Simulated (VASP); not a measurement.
# SrO: exact exchange and RPA correlation, part 6 of 6

Aim: total energies of SrO from exact exchange and RPA correlation, beside cheaper functionals. The scan starts from a database cell scaled to its smallest volume. The cell is of the rock-salt type. The start is a cell from a database of measured crystal structures.

VASP 6.6.1, plane waves and PAW; the level of theory is named at each step.

So far. Step 31 (Exact exchange, volume ratio 1.06): The Hartree-Fock energy on these orbitals is -14.9348 eV an atom. Step 32 (Empty bands, volume ratio 1.06): WAVECAR now holds 1088 bands for 16 electrons.

The database entry behind the starting cell differs from other determinations of this structure, so it need not match the best structure at room temperature.

### 33. RPA correlation, volume ratio 1.06

This step: RPA correlation on PBE orbitals; plane waves and PAW (Sr_sv_GW, O_GW) (VASP 6.6.1).

RPA correlation at this point.

Input file INCAR:

```
SYSTEM = SrO
PREC = Accurate
ENCUT = 560
ISMEAR = 0
SIGMA = 0.05
LREAL = .FALSE.
GGA = PE
NBANDS = 1088
ALGO = ACFDT
ENCUTGW = 200
NOMEGA = 12
PRECFOCK = Fast
LWAVE = .FALSE.
LCHARG = .FALSE.
```

Input file POSCAR:

```
SrO
1.0
    0.0000000000      2.6166323862      2.6166323862
    2.6166323862      0.0000000000      2.6166323862
    2.6166323862      2.6166323862      0.0000000000
Sr O
1 1
Direct
    0.5000000000      0.5000000000      0.5000000000
    0.0000000000      0.0000000000      0.0000000000
```

Input file KPOINTS:

```
Automatic mesh
0
Gamma
4 4 4
0 0 0
```

Potentials, in the order of the species: Sr_sv_GW and O_GW (PBE family, release 64).

On the command line:

```sh
$ mpirun -np 8 vasp_std
```

Standard output:

```text
[banner, memory and clock lines left out]
running    8 mpi-ranks, on    1 nodes
[...]
[... a notice as in an earlier step ...]

 LDA part: xc-table for (Slater+PW92), standard interpolation
 found WAVECAR, reading the header
 POSCAR, INCAR and KPOINTS ok, starting setup
[...]
reading WAVECAR
 the WAVECAR file was read successfully
 initial charge from wavefunction
 available memory per node:    117.55 GB, setting MAXMEM to    120372

 The Fermi energy was updated, please check that it is located mid-gap
 values below the HOMO (VB) or above the LUMO (CB) will cause erroneous energies
 E-fermi :   4.5300

 the WAVEDER file was read successfully
 set NWRITE>2 for more details about minimax calculation
 number of imaginary grid points requested:      12
 number of distinct grids requested:  1
 quadrature errors minimized for energies in [ 0.333E+01, 0.582E+03 ]
 bosonic grid (T=0, re) determined with error: 0.1042E-07
 bosonic grid (re): 0.1042E-07
[...]
NQ=   2    0.2500    0.0000    0.0000,
|.........|.........|.........|.........
 performed      13270000 updates of chi_q(r,r)
 total number of BLAS operations       6418.14 Gflops
NQ=   3    0.5000    0.0000    0.0000,
|.........|.........|.........|.........
 performed      19905000 updates of chi_q(r,r)
 total number of BLAS operations       9177.67 Gflops
NQ=   4    0.2500    0.2500    0.0000,
|.........|.........|.........|.........
 performed      26540000 updates of chi_q(r,r)
 total number of BLAS operations      12084.34 Gflops
NQ=   5    0.5000    0.2500    0.0000,
|.........|.........|.........|.........
 performed      33175000 updates of chi_q(r,r)
 total number of BLAS operations      14916.97 Gflops
NQ=   6   -0.2500    0.2500    0.0000,
|.........|.........|.........|.........
 performed      39810000 updates of chi_q(r,r)
 total number of BLAS operations      17533.17 Gflops
NQ=   7    0.5000    0.5000    0.0000,
|.........|.........|.........|.........
 performed      46445000 updates of chi_q(r,r)
 total number of BLAS operations      20149.37 Gflops
NQ=   8   -0.2500    0.5000    0.2500,
|.........|.........|.........|.........
 performed      53080000 updates of chi_q(r,r)
 total number of BLAS operations      22812.92 Gflops
 entering main loop
```

Elapsed: 97 s, on 8 MPI ranks of Intel Xeon 6975P-C (Granite Rapids), shared host; peak memory 2.5 GiB.

Parts of OUTCAR (step 33):

```text
      cutoff energy     smooth cutoff   RPA   correlation   Hartree contr. to MP2
---------------------------------------------------------------------------------
            200.000           160.000      -21.2668608219      -32.9028774610
            190.476           152.381      -20.9485258831      -32.5069885034
            181.406           145.125      -20.6180679157      -32.0909569767
            172.768           138.214      -20.2817032979      -31.6621102821
            164.541           131.632      -19.9340881593      -31.2131858375
            156.705           125.364      -19.5768038564      -30.7458678918
            149.243           119.394      -19.2147895100      -30.2656574398
            142.136           113.709      -18.8434990697      -29.7659466885
  linear regression

[... 2 parts as in an earlier step ...]

[... 2 further parts left out ...]
[key lines of the parts left out:]
E-fermi :   4.5300
```

The correlation energy is -12.415 eV an atom, +8 meV against the point before. With exact exchange the total is -27.3500 eV an atom.

### 34. Comparison: r2SCAN, volume ratio 1.06

This step: r2SCAN; plane waves and PAW (Sr_sv_GW, O_GW) (VASP 6.6.1).

The comparison at this point.

Input file INCAR:

```
SYSTEM = SrO
PREC = Accurate
ENCUT = 560
EDIFF = 1E-06
NELM = 100
ISMEAR = 0
SIGMA = 0.05
LREAL = .FALSE.
ALGO = Normal
METAGGA = R2SCAN
LASPH = .TRUE.
NBANDS = 14
LWAVE = .FALSE.
LCHARG = .FALSE.
KPAR = 8
```

POSCAR is that of step 33.

KPOINTS is that of step 33.

On the command line:

```sh
$ mpirun -np 8 vasp_std
```

Standard output:

```text
[... set-up lines as in an earlier step ...]
 entering main loop
       N       E                     dE             d eps       ncg     rms          rms(c)
DAV:   1     0.897712E+02    0.89771E+02   -0.83141E+03   224   0.116E+03
DAV:   2    -0.369442E+02   -0.12672E+03   -0.11129E+03   324   0.325E+02
DAV:   3    -0.427390E+02   -0.57948E+01   -0.57589E+01   334   0.698E+01
DAV:   4    -0.428044E+02   -0.65336E-01   -0.65316E-01   254   0.688E+00
[...]
DAV:  14    -0.317973E+02    0.87192E-04   -0.17876E-04   354   0.173E-01    0.168E-02
DAV:  15    -0.317973E+02    0.14884E-05   -0.17128E-05   232   0.438E-02    0.711E-03
DAV:  16    -0.317973E+02    0.42114E-07   -0.37932E-07   124   0.746E-03
   1 F= -.31797266E+02 E0= -.31797266E+02  d E =-.229896E-18
```

It took 11 s on 8 MPI ranks; peak memory 1.4 GiB.

From OUTCAR (step 34):

```text
  Total       -0.8422492     -0.8422492     -0.8422492     -0.0000000      0.0000000     -0.0000000
  in kB      -37.6611031    -37.6611031    -37.6611031     -0.0000000      0.0000000     -0.0000000
  external PRESSURE =     -37.6611031 kB  Pullay stress =       0.0000000 kB

 POSITION                                       TOTAL-FORCE (eV/Angst)
 -----------------------------------------------------------------------------------
      2.61663      2.61663      2.61663         0.000000      0.000000      0.000000
      0.00000      0.00000      0.00000        -0.000000     -0.000000     -0.000000
 -----------------------------------------------------------------------------------
    total drift:                               -0.000000      0.000000      0.000000

  FREE ENERGIE OF THE ION-ELECTRON SYSTEM (eV)
  ---------------------------------------------------
  free  energy   TOTEN  =       -31.7972655390 eV

  energy  without entropy=      -31.7972655390  energy(sigma->0) =      -31.79726554

[... 2 parts as in an earlier step ...]

[... 1 further part left out ...]
[key lines of the parts left out:]
E-fermi :   2.8364
```

Its energy is -15.8986 eV an atom, on a zero of its own.

### 35. Orbitals for comparison: HSE06, volume ratio 1.06

This step: PBE; plane waves and PAW (Sr_sv_GW, O_GW) (VASP 6.6.1).

Starting orbitals, as before.

Input file INCAR:

```
SYSTEM = SrO
PREC = Accurate
ENCUT = 560
EDIFF = 1E-05
NELM = 100
ISMEAR = 0
SIGMA = 0.05
LREAL = .FALSE.
ALGO = Normal
GGA = PE
NBANDS = 14
LORBIT = 11
LWAVE = .TRUE.
LCHARG = .FALSE.
KPAR = 8
```

POSCAR is that of step 34.

KPOINTS is that of step 34.

On the command line:

```sh
$ mpirun -np 8 vasp_std
```

Standard output:

```text
[... set-up lines as in an earlier step ...]
 entering main loop
       N       E                     dE             d eps       ncg     rms          rms(c)
[... 11 cycles as in an earlier step ...]
DAV:  12    -0.168124E+02   -0.17584E-04   -0.11772E-04   242   0.933E-02    0.127E-02
DAV:  13    -0.168124E+02   -0.18472E-05   -0.51174E-06   202   0.284E-02
   1 F= -.16812411E+02 E0= -.16812411E+02  d E =-.378709E-19
 writing wavefunctions
```

Run time: 3.2 s. Hardware: 8 MPI ranks; peak memory 1.4 GiB; 21 s of CPU time.

From OUTCAR (step 35):

```text
  Total       -0.3871176     -0.3871176     -0.3871176     -0.0000000     -0.0000000     -0.0000000
  in kB      -17.3099344    -17.3099344    -17.3099344     -0.0000000     -0.0000000     -0.0000000
  external PRESSURE =     -17.3099344 kB  Pullay stress =       0.0000000 kB

 POSITION                                       TOTAL-FORCE (eV/Angst)
 -----------------------------------------------------------------------------------
      2.61663      2.61663      2.61663         0.000000     -0.000000      0.000000
      0.00000      0.00000      0.00000        -0.000000      0.000000     -0.000000
 -----------------------------------------------------------------------------------
    total drift:                               -0.000000      0.000000      0.000000

  FREE ENERGIE OF THE ION-ELECTRON SYSTEM (eV)
  ---------------------------------------------------
  free  energy   TOTEN  =       -16.8124107416 eV

  energy  without entropy=      -16.8124107416  energy(sigma->0) =      -16.81241074

[... 2 parts as in an earlier step ...]

[... 1 further part left out ...]
[key lines of the parts left out:]
E-fermi :   3.1729
```

The run ends at a pressure of -1.73 GPa.

### 36. Comparison: HSE06, volume ratio 1.06

This step: HSE06; plane waves and PAW (Sr_sv_GW, O_GW) (VASP 6.6.1).

The comparison at this point.

Input file INCAR:

```
SYSTEM = SrO
PREC = Accurate
ENCUT = 560
EDIFF = 1E-06
NELM = 100
ISMEAR = 0
SIGMA = 0.05
LREAL = .FALSE.
ALGO = Normal
LHFCALC = .TRUE.
AEXX = 0.25
GGA = PE
HFSCREEN = 0.2
LASPH = .TRUE.
NBANDS = 14
PRECFOCK = Fast
LWAVE = .FALSE.
LCHARG = .FALSE.
KPAR = 8
```

POSCAR is that of step 35.

KPOINTS is that of step 35.

The run starts from files that an earlier step left in the folder.

On the command line:

```sh
$ mpirun -np 8 vasp_std
```

Standard output:

```text
[... set-up lines as in an earlier step ...]
 entering main loop
       N       E                     dE             d eps       ncg     rms          rms(c)
DAV:   1    -0.195127E+02   -0.19513E+02   -0.23940E-01   242   0.795E+00    0.160E+00
DAV:   2    -0.195086E+02    0.40730E-02   -0.19489E-02   340   0.190E+00    0.475E-01
DAV:   3    -0.195080E+02    0.62500E-03   -0.31412E-03   260   0.481E-01    0.320E-01
DAV:   4    -0.195074E+02    0.59650E-03   -0.63443E-04   266   0.417E-01    0.146E-01
DAV:   5    -0.195073E+02    0.13364E-03   -0.26149E-04   296   0.226E-01    0.778E-02
DAV:   6    -0.195072E+02    0.49606E-04   -0.18772E-05   224   0.658E-02    0.472E-02
DAV:   7    -0.195072E+02    0.12034E-04   -0.10307E-05   324   0.373E-02    0.254E-02
DAV:   8    -0.195072E+02    0.29518E-05   -0.32414E-06   266   0.302E-02    0.153E-02
DAV:   9    -0.195072E+02    0.46417E-06   -0.10851E-06   178   0.180E-02
   1 F= -.19507220E+02 E0= -.19507220E+02  d E =-.140462E-15
```

Elapsed: 13 s, on 8 MPI ranks; peak memory 2 GiB; 1.7 min of CPU time.

Parts of OUTCAR (step 36):

```text
 POSITION                                       TOTAL-FORCE (eV/Angst)
 -----------------------------------------------------------------------------------
      2.61663      2.61663      2.61663        -0.000000      0.000000     -0.000000
      0.00000      0.00000      0.00000         0.000000      0.000000      0.000000
 -----------------------------------------------------------------------------------
    total drift:                                0.000000      0.000000      0.000000

  FREE ENERGIE OF THE ION-ELECTRON SYSTEM (eV)
  ---------------------------------------------------
  free  energy   TOTEN  =       -19.5072203218 eV

  energy  without entropy=      -19.5072203218  energy(sigma->0) =      -19.50722032

[... 2 parts as in an earlier step ...]

[... 1 further part left out ...]
[key lines of the parts left out:]
E-fermi :   2.0669
```

Its energy is -9.7536 eV an atom, on a zero of its own.

### 37. Summary

This step: exact exchange and RPA correlation on PBE orbitals, beside r2SCAN, beside HSE06; plane waves and PAW (VASP 6.6.1).

This step runs nothing: it gathers the runs above.

This step gave:

```
equilibrium volume, EXX+RPA : 17.23 Å³/atom
bulk modulus                : 99.86 GPa
```

Table of energy above the lowest point by volume; values in meV/atom:

| volume (Å³/atom) | PBE | EXX | EXX+RPA | r2SCAN | HSE06 |
| --- | --- | --- | --- | --- | --- |
| 15.887 | 49.3 | 64.9 | 34.8 | 31.0 | 28.6 |
| 16.394 | 22.3 | 31.0 | 12.8 | 10.0 | 8.86 |
| 16.901 | 6.41 | 10.1 | 1.47 | 0.234 | 0 |
| 17.408 | 0 | 0.260 | 0 | 0 | 0.465 |
| 17.916 | 1.70 | 0 | 7.53 | 7.89 | 8.88 |

Cost is wall time times ranks on a shared host; the RPA row holds all its steps. Fits of the equation of state:

| level | V0 (Å³/atom) | B0 (GPa) | fit error (meV/atom) | minimum inside the series | cost a point (core minutes) |
| --- | --- | --- | --- | --- | --- |
| PBE | 17.55 | 84.89 | 9.88e-4 | yes | 0.47 |
| EXX | 17.67 | 97.27 | 0.00398 | yes | 1.28 |
| EXX+RPA | 17.23 | 99.86 | 0.009124 | yes | 13.41 |
| r2SCAN | 17.17 | 93.68 | 0.003052 | yes | 1.33 |
| HSE06 | 17.12 | 92.57 | 0.001218 | yes | 2 |

### 38. Results

| Item | Value |
| --- | --- |
| PBE | V0 17.55 Å³/atom, B0 84.9 GPa |
| EXX | V0 17.67 Å³/atom, B0 97.3 GPa |
| EXX+RPA | V0 17.23 Å³/atom, B0 99.9 GPa |
| r2SCAN | V0 17.17 Å³/atom, B0 93.7 GPa |
| HSE06 | V0 17.12 Å³/atom, B0 92.6 GPa |

In words: Exact exchange with RPA correlation puts the minimum at 17.23 Å³ an atom, with a bulk modulus of 99.9 GPa. PBE puts the volume 1.8 % above EXX+RPA, at roughly 1/29 of its cost. r2SCAN puts the volume 0.40 % below EXX+RPA, at roughly 1/10 of its cost. HSE06 puts the volume 0.63 % below EXX+RPA, at roughly 1/7 of its cost. Correlation shrinks the exact-exchange volume by 2.5 %. Neither mesh nor response cutoff was varied, so differences in volume under about 1 % aren't resolved. Exact exchange and correlation are taken on one coarse mesh and aren't self-consistent; the correlation energy is extrapolated in the response cutoff by the program, which at the first volume adds -1787 meV an atom to the value at the highest cutoff and varies with the volume; a small fit error says nothing about that part. NBANDS follows the largest plane-wave count of any k point, which rises in steps with the volume. The cheaper functionals share the mesh. Not tabulated here, as repeats of values shown or as unfit to read for their mesh, reference level or band range: eps2 curves (empty bands); eps1 curves and static values (empty bands); gaps (empty bands).

[Long decimals in the printed logs are rounded to 6 places.]

[Lines on the potential files, build, host, timing and source positions are cut from VASP's logs without a mark.]

[Logs are printed without paths, hosts, clocks, repeated set-up lines and the standing remarks that a program may print on its own settings, such as how far it seeks lower states.]

[Hosts, paths, dates, database ids (printed as entryN), source tags and the programs' standing remarks are cut or masked in the printed files.]

[Measured values are set beside computed ones only where the two were judged alike; some that the calculation misses by far are left out.]

[Pressures printed for these runs are not shown converged in the cutoff: they can be off by several GPa and have the wrong sign.]
